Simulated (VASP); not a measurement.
MgS:

```xyz
2
Lattice="0.0000 2.8331 2.8331 2.8331 0.0000 2.8331 2.8331 2.8331 0.0000" Properties=species:S:1:pos:R:3 pbc="T T T"
Mg    0.0000    0.0000    0.0000
S     1.4166    1.4166    1.4166
```

The cell comes from a database or a generator and needn't be the stable form of this composition.

| Quantity | Value |
| --- | --- |
| Program | VASP 6.6.1 |
| Task | relaxation of cell and atoms |
| Functional | LDA |
| Potentials or basis | VASP PAW LDA potentials, release 64 (Mg, S) |
| Cutoff | 600 eV |
| k mesh | 8 × 8 × 8 |
| Occupations | gaussian, width 0.02 eV |
| Spin | no spin polarisation |

At the start: pressure -2.5 GPa; volume 22.74 Å³/atom.

Question: Where does the relaxation end?

Answer: Over 3 steps the energy falls by 7.9 meV/atom and the volume is 21.77 Å³/atom (-4.3 %); space group F-43m (No. 216, to 0.05 Å).

The path:
| step | energy change (eV) | largest force (eV/Å) | pressure (GPa) | volume (Å³) |
| --- | --- | --- | --- | --- |
| 1 | 0.0000 | 0.0000 | -2.50 | 45.48 |
| 2 | -0.0151 | 0.0000 | 0.53 | 43.18 |
| 3 | -0.0157 | 0.0000 | 0.00 | 43.54 |

Final structure:
```cif
data_structure
_symmetry_space_group_name_H-M 'P 1'
_symmetry_Int_Tables_number 1
_cell_length_a 3.9488
_cell_length_b 3.9488
_cell_length_c 3.9488
_cell_angle_alpha 60.000
_cell_angle_beta 60.000
_cell_angle_gamma 60.000
_cell_volume 43.54
loop_
_atom_site_label
_atom_site_type_symbol
_atom_site_fract_x
_atom_site_fract_y
_atom_site_fract_z
_atom_site_occupancy
Mg1 Mg 0.00000 0.00000 0.00000 1
S1 S 0.25000 0.25000 0.25000 1
```
